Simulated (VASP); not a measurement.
Consider the following.

```
CELL_PARAMETERS angstrom
      1.65750    -2.87087     0.00000
      1.65750     2.87087     0.00000
      0.00000     0.00000     5.31420
ATOMIC_POSITIONS crystal
  Zn 0.66667 0.33333 0.50000
  Zn 0.33333 0.66667 0.00000
  O  0.66667 0.33333 0.88200
  O  0.33333 0.66667 0.38200
```

The numbers are results of PBE GGA, VASP's PBE PAW potentials (set 64) (plane waves; VASP), not measurements. Settings: PREC = Low, 520 eV cut-off, 7×7×4 Γ-centred mesh, Gaussian smearing of 0.050 eV, potentials Zn O.

Estimate the energy per atom (σ→0), pressure.

The energy per atom (σ→0) comes out as -4.467 eV/atom. The pressure is -2.16 GPa.

The absolute energy has meaning only against runs of the same code, potentials and settings.

The compound is ZnO in the wurtzite structure. The cell was not relaxed at this level. The run is one of a series of settings (PREC = Low against the base run), some of them coarse on purpose.
